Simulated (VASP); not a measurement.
# SiC (F-43m) in VASP: phonons with LDA

Aim: the phonons of SiC with LDA.

All numbers are computed with VASP 6.6.1; they aren't measurements. Logs are shortened: lines on timing, memory, paths and dates and some standing lists are left out, and cuts for length are marked.

**Experimental background.**

From “Infrared properties of SiC particles”, 1999, arxiv:astro-ph/9903031, for a bulk crystal of SiC: high-frequency dielectric constant 6.49.

How close the calculation comes is told below.

## 1. Starting point

Symmetry: F-43m, No. 216, cubic system. Conventional cell: a = 4.331 Å, b = 4.331 Å, c = 4.331 Å, α = 90.00°, β = 90.00°, γ = 90.00°. Si (site symmetry -43m) is surrounded by 4 C at 1.88 Å. C (site symmetry -43m) is surrounded by 4 Si at 1.88 Å.

The cell was built by a generator and needn't be a form met in nature.

## 2. Phonons, LDA

Contents of POSCAR:

```
SiC
1.0
    3.0620063464      0.0000000000      0.0000000000
   -1.5310031732      2.6517752826      0.0000000000
    0.0000000000     -0.0000000000      7.5015133548
  Si              C
     3     3
Direct
     0.0000000000000000    0.0000000000000000    0.0000053699081260
     0.3333333332999970    0.6666666667000030    0.3333387032081228
     0.6666666667000030    0.3333333332999970    0.6666720366081287
     0.0000000000000000    0.0000000000000000    0.2499946300918742
     0.3333333332999970    0.6666666667000030    0.5833279633918713
     0.6666666667000030    0.3333333332999970    0.9166612967918772
```

Contents of INCAR.step1:

```
  PREC = Accurate
  ENCUT = 600
  EDIFF = 1E-8
  ISMEAR = -1
  SIGMA = 0.05
  LREAL = F
  LASPH = T
  NELM = 60
  ALGO = Normal
  ISIF = 3
  LWAVE = F
  LCHARG = F
  GGA = CA
  KPAR = 4
  IBRION = 2
  NSW = 40
  EDIFFG = -0.002
```

Contents of INCAR.step2:

```
  PREC = Accurate
  ENCUT = 600
  EDIFF = 1E-8
  ISMEAR = -1
  SIGMA = 0.05
  LREAL = F
  LASPH = T
  NELM = 60
  ALGO = Normal
  ISIF = 2
  LWAVE = F
  LCHARG = F
  GGA = CA
  KPAR = 4
  IBRION = 8
  NSW = 1
  LEPSILON = T
```

Contents of KPOINTS:

```
regular mesh
0
Gamma
  10 10 4
```

Potentials or basis: VASP PAW LDA potentials, release 64 (Si, C).

Command:

```console
$ cat potpaw_LDA.64/Si/POTCAR potpaw_LDA.64/C/POTCAR > POTCAR
$ cp INCAR.step1 INCAR
$ mpirun -np 4 vasp_std > vasp.out
$ cp CONTCAR POSCAR
$ cp INCAR.step2 INCAR
$ mpirun -np 4 vasp_std > vasp.out
```

OUTCAR:

```text
PREC = Accurate
   ENCUT = 600
   EDIFF = 1E-8
   ISMEAR = -1
   LREAL = F
   LASPH = T
   NELM = 60
   ISIF = 2
   GGA = CA
   IBRION = 8
   NSW = 1
   LEPSILON = T

 ion  position               nearest neighbor table
   1  0.000  0.000  0.000-   4 1.88   6 1.88   6 1.88   6 1.88   3 3.06   2 3.06   3 3.06   2 3.06
                             2 3.06   3 3.06
   2  0.333  0.667  0.333-   5 1.88   4 1.88   4 1.88   4 1.88   1 3.06   1 3.06   1 3.06   3 3.06
                             3 3.06   3 3.06
   3  0.667  0.333  0.667-   6 1.88   5 1.88   5 1.88   5 1.88   1 3.06   1 3.06   1 3.06   2 3.06
                             2 3.06   2 3.06
   4  0.000  0.000  0.250-   1 1.88   2 1.88   2 1.88   2 1.88
   5  0.333  0.667  0.583-   2 1.88   3 1.88   3 1.88   3 1.88
   6  0.667  0.333  0.917-   3 1.88   1 1.88   1 1.88   1 1.88

  LATTYP: Found a hexagonal cell.
 ALAT       =     3.0621431733
 C/A-ratio  =     2.4495037872

  Lattice vectors:

 A1 = (   3.0621431733,   0.0000000000,   0.0000000000)
 A2 = (  -1.5310715867,   2.6518937782,   0.0000000000)
 A3 = (   0.0000000000,   0.0000000000,   7.5007312999)

Analysis of symmetry for initial positions (statically):
=====================================================================
 Subroutine PRICEL returns following result:

  LATTYP: Found a face centered cubic cell.
 ALAT       =     4.3305409582

  Lattice vectors:

 A1 = (   1.5310715865,  -0.8839645926,   2.5002437664)
 A2 = (  -0.0000000002,   1.7679291856,   2.5002437664)
 A3 = (  -1.5310715864,  -0.8839645929,   2.5002437671)

   3 primitive cells build up your supercell.

 Routine SETGRP: Setting up the symmetry group for a
 hexagonal supercell.

 Subroutine GETGRP returns: Found  6 space group operations
 (whereof  6 operations were pure point group operations)
 out of a pool of 24 trial point group operations.

The static configuration has the point symmetry C_3v.

Analysis of symmetry for dynamics (positions and initial velocities):
=====================================================================
 Subroutine PRICEL returns following result:

  LATTYP: Found a face centered cubic cell.
 ALAT       =     4.3305409582

  Lattice vectors:
[... 721 lines left out ...]
           0.000000    -0.000000     6.932659
 ------------------------------------------------------

 PIEZOELECTRIC TENSOR (including local field effects)  for field in x, y, z        (e  Angst)
          XX          YY          ZZ          XY          YZ          ZX
  --------------------------------------------------------------------------------
  x     0.00000     0.00000     0.00000    -3.06502     0.00000     2.16695
  y    -3.06502     3.06502     0.00000     0.00000     2.16695     0.00000
  z     2.16495     2.16495    -4.33112     0.00000     0.00000     0.00000

 PIEZOELECTRIC TENSOR (including local field effects)  for field in x, y, z        (C/m^2)
          XX          YY          ZZ          XY          YZ          ZX
  --------------------------------------------------------------------------------
  x     0.00000     0.00000     0.00000    -0.80623     0.00000     0.57000
  y    -0.80623     0.80623     0.00000     0.00000     0.57000     0.00000
  z     0.56947     0.56947    -1.13927     0.00000     0.00000     0.00000

 BORN EFFECTIVE CHARGES (including local field effects) (in |e|, cummulative output)
 ---------------------------------------------------------------------------------
 ion    1
    1     2.71490     0.00000     0.00000
    2     0.00000     2.71490     0.00000
    3    -0.00000     0.00000     2.71364
 ion    2
    1     2.71490     0.00000    -0.00000
    2     0.00000     2.71490     0.00000
    3     0.00000     0.00000     2.71364
 ion    3
    1     2.71490     0.00000    -0.00000
    2     0.00000     2.71490     0.00000
    3    -0.00000     0.00000     2.71364
 ion    4
    1    -2.71490     0.00000    -0.00000
    2     0.00000    -2.71490     0.00000
    3    -0.00000     0.00000    -2.71364
 ion    5
    1    -2.71490     0.00000     0.00000
    2     0.00000    -2.71490     0.00000
    3     0.00000     0.00000    -2.71364
 ion    6
    1    -2.71490     0.00000     0.00000
    2     0.00000    -2.71490     0.00000
    3    -0.00000    -0.00000    -2.71364

 INTERNAL STRAIN TENSOR FOR ION    6 for displacements in x,y,z  (eV/Angst):
          X           Y           Z          XY          YZ          ZX
  --------------------------------------------------------------------------------
  x     0.00000     0.00000     0.00000    -7.05109     0.00000     4.89616
  y    -7.05109     7.05109    -0.00000     0.00000     5.06709    -0.00000
  z     5.01281     5.01281   -10.03261    -0.00000     0.00000     0.00000

 SECOND DERIVATIVES (NOT SYMMETRIZED)
 ------------------------------------
               1X          1Y          1Z          2X          2Y          2Z          3X          3Y          3Z          4X          4Y          4Z          5X          5Y          5Z          6X          6Y          6Z
  1X   -20.213865    0.000000    0.000000    0.285683    0.000000    0.000000    0.279021    0.000000    0.000000    2.155133   -0.000000   -0.000000    0.102057    0.000000   -0.000000   17.391971   -0.000000    0.000000
  1Y     0.000000  -20.213865    0.000000    0.000000    0.285683    0.000000   -0.000000    0.279021    0.000000    0.000000    2.155133   -0.000000   -0.000000    0.102057    0.000000    0.000000   17.391971    0.000000
  1Z    -0.000000    0.000000  -31.126992    0.000000    0.000000    5.741541    0.000000    0.000000    5.737304   -0.000000    0.000000   10.752802    0.000000   -0.000000   -2.676032    0.000000   -0.000000   11.571377
  2X     0.279021    0.000000    0.000000  -20.213865    0.000000    0.000000    0.285683    0.000000    0.000000   17.391971   -0.000000    0.000000    2.155133   -0.000000   -0.000000    0.102057    0.000000   -0.000000
  2Y    -0.000000    0.279021    0.000000    0.000000  -20.213865    0.000000    0.000000    0.285683    0.000000    0.000000   17.391971    0.000000    0.000000    2.155133   -0.000000   -0.000000    0.102057    0.000000
  2Z     0.000000    0.000000    5.737304   -0.000000    0.000000  -31.126992    0.000000    0.000000    5.741541    0.000000   -0.000000   11.571377   -0.000000    0.000000   10.752802    0.000000   -0.000000   -2.676032
  3X     0.285683    0.000000    0.000000    0.279021    0.000000    0.000000  -20.213865    0.000000    0.000000    0.102057    0.000000   -0.000000   17.391971   -0.000000    0.000000    2.155133   -0.000000   -0.000000
  3Y     0.000000    0.285683    0.000000   -0.000000    0.279021    0.000000    0.000000  -20.213865    0.000000   -0.000000    0.102057    0.000000    0.000000   17.391971    0.000000    0.000000    2.155133   -0.000000
  3Z     0.000000    0.000000    5.741541    0.000000    0.000000    5.737304   -0.000000    0.000000  -31.126992    0.000000   -0.000000   -2.676032    0.000000   -0.000000   11.571377   -0.000000    0.000000   10.752802
  4X     2.147075    0.000000    0.000000   17.401979    0.000000   -0.000000    0.095971    0.000000    0.000000  -20.073246    0.000000    0.000000    0.217467    0.000000   -0.000000    0.210755   -0.000000    0.000000
  4Y     0.000000    2.147075   -0.000000   -0.000000   17.401979    0.000000    0.000000    0.095971    0.000000    0.000000  -20.073246   -0.000000    0.000000    0.217467   -0.000000    0.000000    0.210755   -0.000000
  4Z     0.000000   -0.000000   10.753410   -0.000000    0.000000   11.566633    0.000000    0.000000   -2.672830    0.000000   -0.000000  -27.002080    0.000000    0.000000    3.683261   -0.000000    0.000000    3.671606
  5X     0.095971    0.000000    0.000000    2.147075    0.000000    0.000000   17.401979    0.000000   -0.000000    0.210755   -0.000000    0.000000  -20.073246    0.000000    0.000000    0.217467    0.000000   -0.000000
  5Y     0.000000    0.095971    0.000000    0.000000    2.147075   -0.000000   -0.000000   17.401979    0.000000    0.000000    0.210755   -0.000000    0.000000  -20.073246   -0.000000    0.000000    0.217467   -0.000000
  5Z     0.000000    0.000000   -2.672830    0.000000   -0.000000   10.753410   -0.000000    0.000000   11.566633   -0.000000    0.000000    3.671606    0.000000   -0.000000  -27.002080    0.000000    0.000000    3.683261
  6X    17.401979    0.000000   -0.000000    0.095971    0.000000    0.000000    2.147075    0.000000    0.000000    0.217467    0.000000   -0.000000    0.210755   -0.000000    0.000000  -20.073246    0.000000    0.000000
  6Y    -0.000000   17.401979    0.000000    0.000000    0.095971    0.000000    0.000000    2.147075   -0.000000    0.000000    0.217467   -0.000000    0.000000    0.210755   -0.000000    0.000000  -20.073246   -0.000000
  6Z    -0.000000    0.000000   11.566633    0.000000    0.000000   -2.672830    0.000000   -0.000000   10.753410    0.000000    0.000000    3.683261   -0.000000    0.000000    3.671606    0.000000   -0.000000  -27.002080

 Eigenvectors and eigenvalues of the dynamical matrix
 ----------------------------------------------------

   1 f  =   26.670166 THz   167.573598 2PiTHz  889.620996 cm-1   110.298896 meV
             X         Y         Z           dx          dy          dz
      0.000000  0.000000  0.000037     0.000000    0.000000   -0.292594
     -0.000000  1.767929  2.500281    -0.000000    0.000000   -0.017779
      1.531072  0.883965  5.000524     0.000000    0.000000    0.310373
      0.000000  0.000000  1.875146    -0.000000    0.000000    0.639430
     -0.000000  1.767929  4.375390    -0.000000   -0.000000   -0.639430
      1.531072  0.883965  6.875633    -0.000000    0.000000    0.000000
[... 145 lines left out ...]
  18 f/i=    0.001152 THz     0.007239 2PiTHz    0.038429 cm-1     0.004765 meV
             X         Y         Z           dx          dy          dz
      0.000000  0.000000  0.000037     0.374685    0.305087    0.000000
     -0.000000  1.767929  2.500281     0.374685    0.305087    0.000000
      1.531072  0.883965  5.000524     0.374685    0.305087    0.000000
      0.000000  0.000000  1.875146     0.245055    0.199536    0.000000
     -0.000000  1.767929  4.375390     0.245055    0.199536    0.000000
      1.531072  0.883965  6.875633     0.245055    0.199536    0.000000

--------------------------------------------------------------------------------------------------------

 MACROSCOPIC STATIC DIELECTRIC TENSOR IONIC CONTRIBUTION
 ------------------------------------------------------
           3.343581    -0.000000     0.000000
          -0.000000     3.343581     0.000000
           0.000000     0.000000     3.340369
 ------------------------------------------------------

 ELASTIC MODULI CONTR FROM IONIC RELAXATION (kBar)
 Direction    XX          YY          ZZ          XY          YZ          ZX
 --------------------------------------------------------------------------------
 XX        -285.8085     83.9789    201.9789      0.0000    127.5062     -0.0000
 YY          83.9789   -285.8085    201.9789     -0.0000   -127.5062      0.0000
 ZZ         201.9789    201.9789   -404.2565     -0.0000      0.0000      0.0000
 XY           0.0000     -0.0000     -0.0000   -184.8937     -0.0000    132.6451
 YZ         127.5062   -127.5062      0.0000     -0.0000    -87.9307      0.0000
 ZX          -0.0000      0.0000      0.0000    132.6451      0.0000    -95.1612
 --------------------------------------------------------------------------------

 PIEZOELECTRIC TENSOR IONIC CONTR  for field in x, y, z        (C/m^2)
          XX          YY          ZZ          XY          YZ          ZX
  --------------------------------------------------------------------------------
  x    -0.00000     0.00000     0.00000     0.73984     0.00000    -0.53077
  y     0.73984    -0.73984     0.00000    -0.00000    -0.51021     0.00000
  z    -0.54632    -0.54632     1.09345     0.00000    -0.00000    -0.00000
```

Wall time 3 min (4 MPI ranks of Intel Xeon 6975P-C (Granite Rapids), shared host); peak memory 0.63 GiB.

What came out:

- Electronic dielectric tensor (diagonal): 6.96, 6.96, 6.93
- Born charges (mean of the diagonal): Si +2.71; C -2.71 e
- Highest phonon frequency at Γ, LO-TO splitting left out: 890 cm⁻¹

Phonon frequencies in cm⁻¹ (negative: imaginary):
| q point | frequencies |
| --- | --- |
| (0.000, 0.000, 0.000) | 0 0 0 232 232 232 232 510 510 777 777 777 777 797 797 797 890 890 |

Electronic dielectric tensor:
```
6.96 0.00 0.00
0.00 6.96 0.00
0.00 0.00 6.93
```

Born effective charge tensors (e):
atom 1, Si
```
2.71 0.00 0.00
0.00 2.71 0.00
0.00 0.00 2.71
```
atom 2, Si
```
2.71 0.00 0.00
0.00 2.71 0.00
0.00 0.00 2.71
```
atom 3, Si
```
2.71 0.00 0.00
0.00 2.71 0.00
0.00 0.00 2.71
```
atom 4, C
```
-2.71  0.00  0.00
 0.00 -2.71  0.00
 0.00  0.00 -2.71
```
atom 5, C
```
-2.71  0.00  0.00
 0.00 -2.71  0.00
 0.00  0.00 -2.71
```
atom 6, C
```
-2.71  0.00  0.00
 0.00 -2.71  0.00
 0.00  0.00 -2.71
```

## 3. Against experiment

Step 2. Against the measured high-frequency dielectric constant of SiC, 6.49 (quoted in “Infrared properties of SiC particles”, 1999, arxiv:astro-ph/9903031), the calculated 6.95 is off by +7.1 %.
